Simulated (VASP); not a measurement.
Level of theory: PBEsol GGA, VASP's PBE PAW potentials (set 64) (plane waves; VASP).

VASP input:

POSCAR:
```
Na
1.0
  3.4866070000   0.0000000000   0.0000000000
  0.0000000000   3.4866070000   0.0000000000
  0.0000000000   0.0000000000   3.4866070000
Na
1
Cart
  0.0000000000   0.0000000000   0.0000000000
```

INCAR:
```
! general
SYSTEM  =  Na
PREC    =  Accurate
ENCUT   =  400   ! plane-wave cut-off (eV)
LREAL   =  .False.   ! projection in real space or not
LASPH   =  .True.

! electronic loop
EDIFF   =  1E-6   ! SCF stop (eV)
NELM    =  100   ! most electronic steps
ALGO    =  Normal   ! blocked Davidson

! smearing
ISMEAR  =  1   ! Methfessel-Paxton
SIGMA   =  0.1   ! width (eV)

! functional
GGA     =  PS   ! PBEsol

! ions
IBRION  =  2   ! conjugate gradients
NSW     =  60
ISIF    =  3   ! ions, shape and volume
EDIFFG  =  -0.01

! output
LWAVE   =  .False.
LCHARG  =  .False.
```

### KPOINTS
```
kpoints
0
gamma
  10 10 10
```

POTCAR, in this order: Na_pv (PBE.64 set). Program: vasp_std.

Q: What will the output report for the number of irreducible k-points (NKPTS), number of bands (NBANDS), largest plane-wave count, number of space-group operations, FFT grid (NGX, NGY, NGZ)?

A: 
```yaml
number of irreducible k-points (NKPTS): 56
number of bands (NBANDS): 7
largest_plane_wave_count: 804
number_of_space_group_operations: 48
FFT grid (NGX, NGY, NGZ): 24 × 24 × 24
```

The structure was generated: Na was put into the simple-cubic type (Pm-3m), which need not be its known phase. This run relaxes it. Symmetry was kept, so distortions that lower it aren't found.
